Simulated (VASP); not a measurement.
Level of theory: PBE GGA, VASP's PBE PAW potentials (set 64) (plane waves; VASP).

The input files of a VASP run:

KPOINTS:
```
Automatic
0
gamma
 11 11 11
0 0 0
```

### POSCAR
```
TiCo
1
    2.9696402555    -0.0000000000     0.0000000000
   -0.0000000000     2.9696402555    -0.0000000000
    0.0000000000    -0.0000000000     2.9696402555
Ti Co
1 1
Direct
  0.0000000000   0.0000000000   0.0000000000
  0.5000000000   0.5000000000   0.5000000000
```

**INCAR**
```
# general
SYSTEM =TiCo
PREC   =Accurate
ENCUT  =520
LREAL  =.FALSE.
LASPH  =.TRUE.

# electronic loop
EDIFF  =1E-6
NELM   =100
ALGO   =Normal
LMAXMIX=4

# smearing
ISMEAR =1
SIGMA  =0.1

# functional
GGA    =PE

# ions
IBRION =2
NSW    =60
ISIF   =3
EDIFFG =-0.01

# output
LWAVE  =.FALSE.
LCHARG =.FALSE.
```

POTCAR, in this order: Ti_sv Co (PBE.64 set). Program: vasp_std.

Task: Predict the energy per atom (σ→0), band gap (on the k-mesh).

Result: 
```yaml
energy per atom (σ→0): -7.819 eV/atom
band gap (on the k-mesh): none (metal, semimetal or under 0.01 eV)
```

File OSZICAR:
```
...
DAV:   9    -0.156570189245E+02   -0.37469E-01   -0.30861E-01  2102   0.541E+00    0.192E+00
DAV:  10    -0.156410561512E+02    0.15963E-01   -0.85905E-02  2350   0.368E+00    0.543E-01
DAV:  11    -0.156390951341E+02    0.19610E-02   -0.64272E-03  2078   0.903E-01    0.330E-01
DAV:  12    -0.156382529673E+02    0.84217E-03   -0.31708E-03  2194   0.500E-01    0.714E-02
DAV:  13    -0.156382028752E+02    0.50092E-04   -0.18338E-04  1946   0.135E-01    0.381E-02
DAV:  14    -0.156381946690E+02    0.82062E-05   -0.65725E-05  2304   0.739E-02    0.615E-03
DAV:  15    -0.156381945759E+02    0.93062E-07   -0.28735E-06  1414   0.225E-02
   1 F= -.15638195E+02 E0= -.15638293E+02  d E =-.156382E+02
```

The compound is TiCo in the CsCl type structure. It was relaxed first. The start is the result of an earlier pass. The run is not spin-polarised, so no magnetic state was tried. The electron count is odd and the run is not spin-polarised, which forces a metal.
